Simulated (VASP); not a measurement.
Here is the system:

```
AgBr
1.0
    0.00000     2.87413     2.87413
    2.87413     0.00000     2.87413
    2.87413     2.87413     0.00000
Ag Br
1 1
Direct
  0.00000   0.00000   0.00000
  0.50000   0.50000   0.50000
```

Level of theory: optB86b-vdW, VASP's PBE PAW potentials (set 64) (plane waves; VASP 6.6.1). Numerical set-up: 520 eV cut-off, Gaussian smearing of 0.050 eV, potentials Ag Br.

Problem. Give the energies of bands 2 to 11 at the high-symmetry points, in eV from the valence-band maximum.

Solution. 
| band | Γ | X | U | L | W |
|---|---|---|---|---|---|
| 2 | -2.80 | -4.24 | -4.18 | -5.24 | -4.18 |
| 3 | -2.80 | -3.08 | -4.10 | -4.15 | -3.92 |
| 4 | -2.80 | -2.80 | -3.77 | -4.15 | -3.92 |
| 5 | -2.79 | -2.80 | -2.65 | -2.50 | -2.40 |
| 6 | -2.79 | -2.64 | -2.45 | -2.50 | -2.38 |
| 7 | -1.90 | -2.40 | -2.22 | -2.16 | -2.29 |
| 8 | -1.90 | -2.40 | -2.03 | 0.00 | -2.29 |
| 9 | -1.90 | -2.29 | -1.20 | 0.00 | -1.54 |
| 10 | 0.61 | 1.54 | 2.91 | 3.72 | 3.72 |
| 11 | 9.93 | 7.08 | 6.82 | 6.49 | 7.11 |

The gap is indirect, 0.61 eV, from the valence maximum at L to the conduction minimum at Γ.

The compound is AgBr in the rock salt structure. It was relaxed first.
